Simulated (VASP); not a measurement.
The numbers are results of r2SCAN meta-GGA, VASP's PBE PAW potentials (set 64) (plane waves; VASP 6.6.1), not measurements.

The input files of a VASP run:

KPOINTS_OPT:
```
k-points along high-symmetry lines
6
Line-mode
Reciprocal
  0.000000   0.000000   0.000000 ! GAMMA
  0.000000   0.000000   0.500000 ! X

  0.000000   0.000000   0.500000 ! X
  0.250000   0.250000   0.250000 ! P

  0.250000   0.250000   0.250000 ! P
  0.000000   0.500000   0.000000 ! N

  0.000000   0.500000   0.000000 ! N
  0.000000   0.000000   0.000000 ! GAMMA

  0.000000   0.000000   0.000000 ! GAMMA
  0.500000   0.500000  -0.500000 ! M

  0.500000   0.500000  -0.500000 ! M
  0.289568   0.710432  -0.289568 ! S

 -0.289568   0.289568   0.289568 ! S_0
  0.000000   0.000000   0.000000 ! GAMMA

  0.000000   0.000000   0.500000 ! X
 -0.079136   0.079136   0.500000 ! R

  0.500000   0.500000  -0.079136 ! G
  0.500000   0.500000  -0.500000 ! M
```

### INCAR
```
! general
SYSTEM  = SnO2
PREC    = Accurate
ENCUT   = 520
LREAL   = F
LASPH   = T

! electronic loop
EDIFF   = 1E-7
NELM    = 100
ALGO    = Normal
LMAXMIX = 4
LMIXTAU = T

! smearing
ISMEAR  = -5

! functional
METAGGA = R2SCAN

! ions
ISIF    = 2

! output
LWAVE   = F
LCHARG  = F
LORBIT  = 11
NEDOS   = 601

! other
LEFG    = T
```

### POSCAR
```
SnO2
5.8552620
 -0.3416669822   0.3416669822   0.8755154420
  0.3416669822  -0.3416669822   0.8755154420
  0.3416669822   0.3416669822  -0.8755154420
Sn O
2 4
direct
  0.5000000000   0.5000000000   0.0000000000
  0.2500000000   0.7500000000   0.5000000000
  0.2967178611   0.2967178611   0.0000000000
  0.0467178611   0.5467178611   0.5000000000
  0.4532821389   0.9532821389   0.5000000000
  0.7032821389   0.7032821389   0.0000000000
```

### KPOINTS
```
K-points
0
Gamma
  9 9 9
0 0 0
```

POTCAR, in this order: Sn_d O (PBE.64 set). Program: vasp_std.

What will the output report for the number of irreducible k-points (NKPTS), number of bands (NBANDS), largest plane-wave count, number of space-group operations, FFT grid (NGX, NGY, NGZ)?

```yaml
number of irreducible k-points (NKPTS): 75
number of bands (NBANDS): 31
largest_plane_wave_count: 2251
number_of_space_group_operations: 16
FFT grid (NGX, NGY, NGZ): 48 × 48 × 48
```

The structure was generated: SnO2 was put into the anatase type (I4_1/amd), which need not be its known phase. It was relaxed first.
